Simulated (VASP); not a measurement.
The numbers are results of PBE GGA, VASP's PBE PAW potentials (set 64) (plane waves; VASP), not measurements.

A VASP calculation is set up with these files.

**INCAR**
```
! general
SYSTEM =Ga
PREC   =Accurate
ENCUT  =400
LREAL  =.False.
LASPH  =.True.

! electronic loop
EDIFF  =1E-6
NELM   =100
ALGO   =Normal
IMIX   =1
AMIX   =0.6
BMIX   =3.0
LMAXMIX=4

! smearing
ISMEAR =1
SIGMA  =0.1

! functional
GGA    =PE

! ions
ISIF   =2

! output
LWAVE  =.False.
LCHARG =.False.
```

### KPOINTS
```
Automatic mesh
0
Gamma
7 7 6
0 0 0
```

File POSCAR:
```
Ga
1
    2.3052000000    -3.9066000000    -0.0000000000
    2.3052000000     3.9066000000     0.0000000000
    0.0000000000     0.0000000000     4.6206000000
Ga
4
Direct
  0.1549000000   0.8451000000   0.9190000000
  0.3451000000   0.6549000000   0.4190000000
  0.6549000000   0.3451000000   0.5810000000
  0.8451000000   0.1549000000   0.0810000000
```

POTCAR, in this order: Ga_d (PBE.64 set). Program: vasp_std.

The run wrote:

**OSZICAR**
```
       N       E                     dE             d eps       ncg     rms          rms(c)
DAV:   1     0.326205785949E+03    0.32621E+03   -0.22891E+04  3996   0.268E+03
DAV:   2     0.248816703876E+02   -0.30132E+03   -0.29670E+03  4220   0.509E+02
DAV:   3    -0.106904706141E+02   -0.35572E+02   -0.35236E+02  4493   0.141E+02
DAV:   4    -0.116630887728E+02   -0.97262E+00   -0.96861E+00  4435   0.279E+01
DAV:   5    -0.116839054920E+02   -0.20817E-01   -0.20813E-01  4709   0.407E+00    0.233E+00
DAV:   6    -0.116289196976E+02    0.54986E-01   -0.21127E-01  4732   0.628E+00    0.133E+00
DAV:   7    -0.116141051297E+02    0.14815E-01   -0.16930E-02  5017   0.852E-01    0.858E-01
DAV:   8    -0.116069373237E+02    0.71678E-02   -0.22379E-03  5466   0.437E-01    0.568E-01
DAV:   9    -0.116040647912E+02    0.28725E-02   -0.11434E-03  5325   0.298E-01    0.380E-01
DAV:  10    -0.116030270405E+02    0.10378E-02   -0.48553E-04  5536   0.188E-01    0.258E-01
DAV:  11    -0.116027006235E+02    0.32642E-03   -0.24748E-04  5252   0.126E-01    0.179E-01
DAV:  12    -0.116026316467E+02    0.68977E-04   -0.13098E-04  5272   0.825E-02    0.126E-01
DAV:  13    -0.116026443099E+02   -0.12663E-04   -0.72145E-05  5233   0.547E-02    0.909E-02
DAV:  14    -0.116026751274E+02   -0.30817E-04   -0.42601E-05  4541   0.377E-02    0.669E-02
DAV:  15    -0.116027040211E+02   -0.28894E-04   -0.26591E-05  4164   0.261E-02    0.502E-02
DAV:  16    -0.116027262502E+02   -0.22229E-04   -0.16728E-05  3328   0.192E-02    0.384E-02
DAV:  17    -0.116027420143E+02   -0.15764E-04   -0.11303E-05  3252   0.156E-02    0.297E-02
DAV:  18    -0.116027528030E+02   -0.10789E-04   -0.74174E-06  3343   0.132E-02    0.233E-02
DAV:  19    -0.116027600145E+02   -0.72116E-05   -0.50698E-06  3210   0.108E-02    0.184E-02
DAV:  20    -0.116027647933E+02   -0.47787E-05   -0.33400E-06  3329   0.939E-03    0.146E-02
DAV:  21    -0.116027679247E+02   -0.31315E-05   -0.22544E-06  3301   0.746E-03    0.117E-02
DAV:  22    -0.116027699692E+02   -0.20445E-05   -0.14572E-06  3012   0.650E-03    0.933E-03
DAV:  23    -0.116027712917E+02   -0.13225E-05   -0.98601E-07  2618   0.525E-03    0.749E-03
DAV:  24    -0.116027721407E+02   -0.84897E-06   -0.70715E-07  2390   0.482E-03
   1 F= -.11602772E+02 E0= -.11602292E+02  d E =-.144137E-02
```

OUTCAR:
```
------------------------ aborting loop because EDIFF is reached ----------------------------------------
  FORCE on cell =-STRESS in cart. coord.  units (eV):
  Direction    XX          YY          ZZ          XY          YZ          ZX
  --------------------------------------------------------------------------------------
  Total       -1.0591338     -0.4052357     -0.6437088      0.0000000      0.0000000      0.0000000
  in kB      -20.3903886     -7.8015764    -12.3926477      0.0000000      0.0000000      0.0000000
  external PRESSURE =     -13.5282042 kB  Pullay stress =       0.0000000 kB
  volume of cell :       83.22
      direct lattice vectors                 reciprocal lattice vectors
     2.305200000 -3.906600000  0.000000000     0.216900920 -0.127988532  0.000000000
     2.305200000  3.906600000  0.000000000     0.216900920  0.127988532  0.000000000
     0.000000000  0.000000000  4.620600000     0.000000000  0.000000000  0.216422110
 POSITION                                       TOTAL-FORCE (eV/Angst)
 -----------------------------------------------------------------------------------
      2.30520      2.69634      4.24633         0.000000     -0.103616     -0.018852
      2.30520      1.21026      1.93603         0.000000      0.103616     -0.018852
      2.30520     -1.21026      2.68457         0.000000     -0.103616      0.018852
      2.30520     -2.69634      0.37427         0.000000      0.103616      0.018852
 -----------------------------------------------------------------------------------
    total drift:                                0.000000     -0.000000      0.000000
  FREE ENERGIE OF THE ION-ELECTRON SYSTEM (eV)
  ---------------------------------------------------
  free  energy   TOTEN  =       -11.6027721407 eV

  energy  without entropy=      -11.6013307740  energy(sigma->0) =      -11.60229169
```
(Selected blocks of OUTCAR.)

### OUTCAR
```
 val. band max:        4.5558619265   @ k =   0.0000   0.0000   0.5000

 cond. band min:       4.5579147700   @ k =   0.2857   0.2857   0.0000


 Fermi energy:         4.5574418639

 k-point     1 :       0.0000    0.0000    0.0000
  band No.  band energies     occupation
      1     -10.5423      2.00000
      2     -10.5395      2.00000
      3     -10.5186      2.00000
      4     -10.5026      2.00000
      5     -10.4784      2.00000
      6     -10.4538      2.00000
      7     -10.4016      2.00000
      8     -10.3629      2.00000
      9     -10.3416      2.00000
     10     -10.3293      2.00000
     11     -10.3112      2.00000
     12     -10.3109      2.00000
     13     -10.3071      2.00000
     14     -10.2748      2.00000
     15     -10.2577      2.00000
     16     -10.2088      2.00000
     17     -10.1644      2.00000
     18     -10.1506      2.00000
     19     -10.1401      2.00000
     20     -10.0558      2.00000
     21      -6.0863      2.00000
     22       0.2574      2.00000
     23       0.9297      2.00000
     24       2.6314      2.00000
     25       2.9811      2.00000
     26       3.8283      2.00000
     27       5.3488     -0.00000
     28       5.4553     -0.00000
     29       5.6086     -0.00000
     30       9.2748      0.00000
     31       9.6847      0.00000

 k-point     2 :       0.1429    0.0000    0.0000
  band No.  band energies     occupation
      1     -10.5443      2.00000
      2     -10.5322      2.00000
      3     -10.5228      2.00000
      4     -10.5096      2.00000
      5     -10.4672      2.00000
      6     -10.4494      2.00000
      7     -10.4093      2.00000
      8     -10.3965      2.00000
      9     -10.3514      2.00000
     10     -10.3417      2.00000
     11     -10.3034      2.00000
     12     -10.2926      2.00000
     13     -10.2859      2.00000
     14     -10.2735      2.00000
     15     -10.2447      2.00000
     16     -10.1951      2.00000
     17     -10.1691      2.00000
...
```

The compound is Ga in the alpha structure. The cell was not relaxed at this level. The run is one of a series of settings (AMIX = 0.6, BMIX = 3.0, IMIX = 1 against the base run), some of them coarse on purpose.
